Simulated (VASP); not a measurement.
```
CELL_PARAMETERS angstrom
      4.46175     2.25872     2.23362
      2.23088     4.51743     2.23362
      2.23088     2.25872     4.46725
ATOMIC_POSITIONS crystal
  Mn 0.00000 0.00000 0.00000
  Mn 0.50000 0.50000 0.50000
  O  0.25000 0.25000 0.25000
  O  0.77733 0.74089 0.74089
```
Starting moments (μB, in the order of the record's atoms Mn Mn O O): 5.0 -5.0 0.0 0.0.

All values below come from PBE GGA, VASP's PBE PAW potentials (set 64) (plane waves; VASP). Settings: 520 eV cut-off, 4×4×4 Γ-centred mesh, Gaussian smearing of 0.050 eV, potentials Mn_pv O.

**Question.** Estimate the cell moment, energy per atom (σ→0), pressure, largest force.

**Answer.** 
The cell moment is 0.00 μB, the energy per atom (σ→0) is -8.267 eV/atom and the pressure is -3.65 GPa. The largest force is 0.325 eV/Å.

**Question.** Give the moment on each site (PAW-sphere projection).

**Answer.** 
| site | moment (μB) |
|---|---|
| Mn1 | 4.35 |
| Mn2 | -4.35 |
| O3 | 0.01 |
| O4 | -0.01 |

Only differences to runs with the same potentials and settings are physical.

The compound is MnO in the rock salt, AFM-II order structure. The cell was not relaxed at this level, atoms are displaced from their ideal sites. The k-mesh is coarse (spacing up to 0.58 per Å, 2π included), so the numbers may not be converged in it. The run is one of a series of settings (KPOINTS 4×4×4 Γ-centred mesh against the base run), some of them coarse on purpose.
